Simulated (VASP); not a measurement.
**CdTe with and without spin-orbit coupling**

Aim: run bands, DOS and a relaxation of CdTe twice, without and with spin-orbit coupling. All runs use r2SCAN. Left out of this account: 1 further run (fields: a reference on another mesh). The start is a cell from a database of measured crystal structures.

Program: VASP 6.6.1. Level of theory: r2SCAN; plane waves and PAW (Cd, Te), in the first sound run; inputs show where later runs differ. Results are calculated unless marked as measured.

### Step 1. Set-up

The structure is cubic, space group F-43m (No. 216). Conventional cell: a = 6.480 Å, b = 6.480 Å, c = 6.480 Å, α = 90.00°, β = 90.00°, γ = 90.00°. Nearest to Cd lie 4 Te at 2.81 Å. Te has 4 Cd at 2.81 Å nearest. Farther neighbours and most contacts between anions are not listed.

### Step 2. Band structure (r2SCAN)

The mesh alone shows little of the dispersion and can miss band extrema, so KPOINTS_OPT adds a path through the symmetry points after the self-consistent cycle. r2SCAN adds the kinetic-energy density, costs more than a GGA and is run with LASPH.

INCAR

```
SYSTEM = CdTe
PREC = Accurate
ENCUT = 400
EDIFF = 1E-06
NELM = 100
ISMEAR = -1
SIGMA = 0.05
LREAL = .FALSE.
ALGO = Normal
METAGGA = R2SCAN
LASPH = .TRUE.
NBANDS = 21
LORBIT = 11
LWAVE = .FALSE.
LCHARG = .FALSE.
KPAR = 2
```

POSCAR

```
CdTe
1.0
    0.0000000000      3.2400000000      3.2400000000
    3.2400000000      0.0000000000      3.2400000000
    3.2400000000      3.2400000000      0.0000000000
Cd Te
1 1
Direct
    0.0000000000      0.0000000000      0.0000000000
    0.2500000000      0.2500000000      0.2500000000
```

KPOINTS

```
Automatic mesh
0
Gamma
6 6 6
0 0 0
```

KPOINTS_OPT

```
Line mode
16
Line-mode
Reciprocal
  0.00000000   0.00000000   0.00000000 GAMMA
  0.50000000   0.00000000   0.50000000 X

  0.50000000   0.00000000   0.50000000 X
  0.50000000   0.25000000   0.75000000 W

  0.50000000   0.25000000   0.75000000 W
  0.37500000   0.37500000   0.75000000 K

  0.37500000   0.37500000   0.75000000 K
  0.00000000   0.00000000   0.00000000 GAMMA

  0.00000000   0.00000000   0.00000000 GAMMA
  0.50000000   0.50000000   0.50000000 L

  0.50000000   0.50000000   0.50000000 L
  0.62500000   0.25000000   0.62500000 U

  0.62500000   0.25000000   0.62500000 U
  0.50000000   0.25000000   0.75000000 W

  0.50000000   0.25000000   0.75000000 W
  0.50000000   0.50000000   0.50000000 L

  0.50000000   0.50000000   0.50000000 L
  0.37500000   0.37500000   0.75000000 K

  0.62500000   0.25000000   0.62500000 U
  0.50000000   0.00000000   0.50000000 X
```

PAW data sets: Cd and Te (PBE family, release 64).

Launch:

```
> mpirun -np 2 vasp_std
```

Log:

```text
[banner, memory and clock lines left out]
running    2 mpi-ranks, on    1 nodes
 distrk:  each k-point on    1 cores,    2 groups
 distr:  one band on    1 cores,    1 groups

 POSCAR found type information on POSCAR CdTe
 POSCAR found :  2 types and       2 ions
|                                                                             |
|               ----> ADVICE to this user running VASP <----                  |
|                                                                             |
|     You enforced a specific xc type in the INCAR file but a different       |
|     [... a line on the potential file left out ...]
|     I HOPE YOU KNOW WHAT YOU ARE DOING!                                     |
|                                                                             |

 LDA part: xc-table for (None), standard interpolation
 POSCAR, INCAR and KPOINTS ok, starting setup
 FFT: planning ... GRIDC
 FFT: planning ... GRID_SOFT
 FFT: planning ... GRID
 WAVECAR not read
 entering main loop
       N       E                     dE             d eps       ncg     rms          rms(c)
DAV:   1     0.476941072996E+02    0.47694E+02   -0.70947E+03   704   0.618E+02
DAV:   2    -0.476600783854E+02   -0.95354E+02   -0.89688E+02   770   0.183E+02
DAV:   3    -0.511671240440E+02   -0.35070E+01   -0.34923E+01   792   0.362E+01
DAV:   4    -0.511936317680E+02   -0.26508E-01   -0.26505E-01   823   0.295E+00
DAV:   5    -0.511939699412E+02   -0.33817E-03   -0.33817E-03   815   0.283E-01    0.555E+00
DAV:   6    -0.466430087582E+02    0.45510E+01   -0.24682E+00   687   0.160E+01    0.690E+00
DAV:   7    -0.466140548358E+02    0.28954E-01   -0.10858E-01   762   0.276E+00    0.456E+00
DAV:   8    -0.466227892264E+02   -0.87344E-02   -0.71268E-02   712   0.219E+00    0.897E-01
DAV:   9    -0.466257623844E+02   -0.29732E-02   -0.56641E-03   785   0.458E-01    0.345E-01
DAV:  10    -0.466255143080E+02    0.24808E-03   -0.14932E-03   732   0.333E-01    0.681E-02
DAV:  11    -0.466255030940E+02    0.11214E-04   -0.73622E-05   783   0.877E-02    0.468E-02
DAV:  12    -0.466255071838E+02   -0.40898E-05   -0.23540E-05   775   0.472E-02    0.267E-02
DAV:  13    -0.466255087621E+02   -0.15782E-05   -0.81603E-06   697   0.156E-02    0.846E-03
DAV:  14    -0.466255086402E+02    0.12189E-06   -0.33000E-07   476   0.355E-03
   1 F= -.46625509E+02 E0= -.46625509E+02  d E =-.681088E-07
 Start KPOINTS_OPT (optional k-point list driver)
k-point batch [1-16\160]
       N       E                     dE             ncg
DAV:   1     0.356429482727E+03   -0.36516E+04      696
DAV:   2    -0.117562099247E+04   -0.15321E+04      757
DAV:   3    -0.123362822889E+04   -0.58007E+02      815
DAV:   4    -0.123405114356E+04   -0.42291E+00      851
DAV:   5    -0.123405546636E+04   -0.43228E-02      834
DAV:   6    -0.123405557451E+04   -0.10815E-03      785
DAV:   7    -0.123405557790E+04   -0.33918E-05      749
DAV:   8    -0.123405557801E+04   -0.10500E-06      578
[...]
k-point batch [145-160\160]
       N       E                     dE             ncg
DAV:   1     0.177884704582E+03   -0.80538E+04      704
DAV:   2    -0.127659259278E+04   -0.14545E+04      797
DAV:   3    -0.132826180883E+04   -0.51669E+02      843
DAV:   4    -0.132867498211E+04   -0.41317E+00      902
DAV:   5    -0.132867716524E+04   -0.21831E-02      811
DAV:   6    -0.132867721711E+04   -0.51864E-04      845
DAV:   7    -0.132867721869E+04   -0.15779E-05      707
DAV:   8    -0.132867721874E+04   -0.56479E-07      600
```

Wall time 2.3 min (2 MPI ranks of Intel Xeon 6975P-C (Granite Rapids), shared host); peak memory 0.33 GiB; 4.5 min of CPU time.

The logs omit lines about the potential files and the build; timing stands in the text.

From OUTCAR (step 2):

```text
ion  position               nearest neighbor table
   1  0.000  0.000  0.000-   2 2.81   2 2.81   2 2.81   2 2.81
   2  0.250  0.250  0.250-   1 2.81   1 2.81   1 2.81   1 2.81

  LATTYP: Found a face centered cubic cell.
 ALAT       =     6.4800000000

 Subroutine GETGRP returns: Found 24 space group operations
 (whereof 24 operations were pure point group operations)

The static configuration has the point symmetry T_d .

 Found     16 irreducible k-points:

   k-points           NKPTS =     16   k-points in BZ     NKDIM =     16   number of bands    NBANDS=     21

   dimension x,y,z NGX =    30 NGY =   30 NGZ =   30
   dimension x,y,z NGXF=    60 NGYF=   60 NGZF=   60

   ENCUT  =  400.0 eV  29.40 Ry    5.42 a.u.   7.47  7.47  7.47*2*pi/ulx,y,z

   NELECT =      18.0000    total number of electrons

 k-points in reciprocal lattice and weights: Automatic mesh
   0.00000000  0.00000000  0.00000000       0.005
   0.16666667  0.00000000  0.00000000       0.037
   0.33333333  0.00000000  0.00000000       0.037
   0.50000000  0.00000000  0.00000000       0.019
   0.16666667  0.16666667  0.00000000       0.028
   0.33333333  0.16666667  0.00000000       0.111
   0.50000000  0.16666667  0.00000000       0.111
  -0.33333333  0.16666667  0.00000000       0.111
  -0.16666667  0.16666667  0.00000000       0.056
[...]
-0.33333333  0.33333333  0.16666667       0.111
  -0.33333333  0.50000000  0.16666667       0.056

 average (electrostatic) potential at core
       1 -44.6054       2 -96.3097

 E-fermi :   2.7726

 k-point     1 :       0.0000    0.0000    0.0000
  band No.  band energies     occupation
    ...
      5      -6.1686      2.00000
      6      -6.1686      2.00000
      7       2.1077      2.00000
      8       2.1077      2.00000
      9       2.1077      2.00000
     10       3.3799      0.00001
     11       7.1346      0.00000
     12       7.1346      0.00000
     13       7.1346      0.00000
     14      10.0417      0.00000
    ...

 k-point     2 :       0.1667    0.0000    0.0000
  band No.  band energies     occupation
    ...
      5      -6.1697      2.00000
      6      -6.1697      2.00000
      7       0.4219      2.00000
      8       1.8765      2.00000
      9       1.8765      2.00000
     10       4.3994      0.00000
     11       7.2385      0.00000
     12       7.4810      0.00000
     13       7.4810      0.00000
     14      11.0305      0.00000
    ...

 k-point     3 :       0.3333    0.0000    0.0000
  band No.  band energies     occupation
    ...
      5      -6.1652      2.00000
      6      -6.0616      2.00000
      7      -1.5085      2.00000
      8       1.4860      2.00000
      9       1.4860      2.00000
     10       4.4589      0.00000
     11       7.7467      0.00000
     12       7.7467      0.00000
     13       8.8044      0.00000
     14      10.6340      0.00000
    ...

  Total        0.5845317      0.5845317      0.5845317      0.0000000      0.0000000      0.0000000
  in kB       13.7674544     13.7674544     13.7674544      0.0000000      0.0000000      0.0000000
  external PRESSURE =      13.7674544 kB  Pullay stress =       0.0000000 kB

  energy-cutoff  :      400.00
  volume of cell :       68.02
      direct lattice vectors                 reciprocal lattice vectors
     0.000000000  3.240000000  3.240000000    -0.154320988  0.154320988  0.154320988
     3.240000000  0.000000000  3.240000000     0.154320988 -0.154320988  0.154320988
     3.240000000  3.240000000  0.000000000     0.154320988  0.154320988 -0.154320988

 POSITION                                       TOTAL-FORCE (eV/Angst)
 -----------------------------------------------------------------------------------
      0.00000      0.00000      0.00000        -0.000000     -0.000000     -0.000000
      1.62000      1.62000      1.62000         0.000000      0.000000      0.000000
 -----------------------------------------------------------------------------------
    total drift:                               -0.000006     -0.000006     -0.000006

  FREE ENERGIE OF THE ION-ELECTRON SYSTEM (eV)
  ---------------------------------------------------
  free  energy   TOTEN  =       -46.6255086402 eV

  energy  without entropy=      -46.6255085721  energy(sigma->0) =      -46.62550861

 total charge
# of ion       s       p       d       tot
------------------------------------------
    1        0.450   0.314   9.544  10.308
    2        1.351   2.113   0.021   3.485
--------------------------------------------------
tot          1.801   2.427   9.565  13.793

[... 3 further parts left out ...]
```

Spin-orbit coupling is off here; with elements this heavy it splits and shifts levels by tenths of an eV or more. The PAW data sets were made with PBE, which is usual practice but a small mismatch for other functionals.

This step gave:

| Quantity | Value |
| --- | --- |
| SCF cycles | 14 |
| electrons | 18 |
| bands | 21 |
| irreducible k-points | 16 |
| symmetry operations | 24 |
| free energy (TOTEN) | -46.63 eV |
| Fermi energy | 2.773 eV |
| pressure | 1.377 GPa |
| metallic | no |
| least gap on mesh and path | 1.272 eV |
| least direct gap on mesh and path | 1.272 eV |
| valence top at k | 0, 0, 0 |
| conduction bottom at k | 0, 0, 0 |
| least direct gap at k | 0, 0, 0 |

Electronic bands along the path, in eV, zero at the valence-band top; v1 is the highest filled band, c1 the lowest empty one:

```tsv
point	v4	v3	v2	v1	c1	c2	c3	c4
Γ	-8.28	0.00	0.00	0.00	1.27	5.03	5.03	5.03
0.47 of the way	-8.26	-2.44	-1.01	-1.01	3.31	3.75	6.77	6.77
X	-7.75	-4.36	-1.92	-1.92	2.88	2.98	9.47	9.82
0.53 of the way	-7.70	-4.29	-2.18	-2.11	3.69	3.74	7.84	7.93
W	-7.67	-4.22	-2.39	-2.25	4.67	4.94	6.09	6.69
0.47 of the way	-7.69	-4.23	-2.54	-1.91	3.90	4.90	6.77	7.23
K	-7.70	-4.25	-2.63	-1.58	3.22	4.87	7.84	7.98
0.47 of the way	-8.18	-3.18	-1.66	-0.52	3.35	5.42	5.76	5.85
Γ	-8.28	0.00	0.00	0.00	1.27	5.03	5.03	5.03
0.53 of the way	-8.28	-2.91	-0.48	-0.48	2.42	5.61	5.61	5.97
L	-7.90	-4.50	-0.79	-0.79	2.23	5.58	5.58	7.42
0.47 of the way	-7.83	-4.35	-1.84	-1.08	3.23	5.11	6.32	7.43
U	-7.70	-4.25	-2.63	-1.58	3.22	4.87	7.84	7.98
0.47 of the way	-7.69	-4.24	-2.56	-1.85	3.75	4.89	6.93	7.34
W	-7.67	-4.22	-2.39	-2.25	4.67	4.94	6.09	6.69
0.47 of the way	-7.79	-4.28	-2.19	-1.36	3.75	4.91	6.41	7.76
L	-7.90	-4.50	-0.79	-0.79	2.23	5.58	5.58	7.42
0.47 of the way	-7.83	-4.35	-1.84	-1.08	3.23	5.11	6.32	7.43
K	-7.70	-4.25	-2.63	-1.58	3.22	4.87	7.84	7.98
jump to U	-7.70	-4.25	-2.63	-1.58	3.22	4.87	7.84	7.98
0.53 of the way	-7.73	-4.33	-2.18	-1.84	2.99	3.48	8.73	9.15
X	-7.75	-4.36	-1.92	-1.92	2.88	2.98	9.47	9.82
```

Of the projections kept (Cd, Te), the largest for each band there; the rest of the weight can lie on other orbitals:

```tsv
point	v4	v3	v2	v1	c1	c2	c3	c4
Γ	Cd 1.00	Te 0.82	Te 0.82	Te 0.82	Cd 0.56	Cd 0.70	Cd 0.70	Cd 0.70
X	Cd 0.88	Cd 0.53	Te 0.80	Te 0.80	Cd 0.59	Cd 0.63	Te 0.80	Te 0.52
W	Cd 0.87	Cd 0.53	Te 0.75	Te 0.79	Te 0.54	Te 0.73	Cd 0.61	Cd 0.50
K	Cd 0.88	Cd 0.52	Te 0.77	Te 0.79	Cd 0.61	Te 0.60	Te 0.62	Te 0.57
Γ	Cd 1.00	Te 0.82	Te 0.82	Te 0.82	Cd 0.56	Cd 0.70	Cd 0.70	Cd 0.70
L	Cd 0.92	Te 0.57	Te 0.80	Te 0.80	Cd 0.63	Cd 0.59	Cd 0.59	Te 0.72
```

The electronic bands as a text plot (rows in eV, shown from -8.0 to 7.2 only):

```
    6.9 |    +      ++++  +            +     +  ++++        +
    6.3 |   +        ++    ++         +     +    ++++++   ++
    5.6 | ++              +++++++    +++++++           +++
    5.0 |+           +++++    +++++++      ++++++++++++   ++++
    4.4 | ++        +++                          ++++         +
    3.7 |   +++    +   +  +++                   +    +         +
    3.1 |   ++++++++    ++   ++             ++++      +   +++++++
    2.5 | ++                   +     +++++++           +++
    1.8 |                       +  ++
    1.2 |+                       ++
    0.6 |
   -0.1 |**                   ********
   -0.7 | ***              *** *   *  ******           ****
   -1.3 |  * **         ***   * *   *      *****    **** *****
   -2.0 |   *  *********    ** *     *      *   **** *     *  ***
   -2.6 |    *       *******  *       *      ********       ***
   -3.2 |     *              *
   -3.9 |      *          ***          **
   -4.5 |       **********               ************************
   -5.1 |
   -5.8 |
   -6.4 |
   -7.0 |
   -7.7 |      **************            ************************
         Γ       X    W  K        Γ      L     U  W     L   K|U X
```

The gap is 1.27 eV, direct at Γ.

(Part 1 of 4 ends here.)

[Lines on the potential files, build, host, timing and source positions are cut from VASP's logs without a mark.]

[Logs are printed without paths, hosts, clocks, repeated set-up lines and the standing remarks that a program may print on its own settings, such as how far it seeks lower states.]

[Hosts, paths, dates, database ids (printed as entryN), source tags and the programs' standing remarks are cut or masked in the printed files.]

[A measured line is paired with the nearest computed mode of its activity, which favours agreement.]
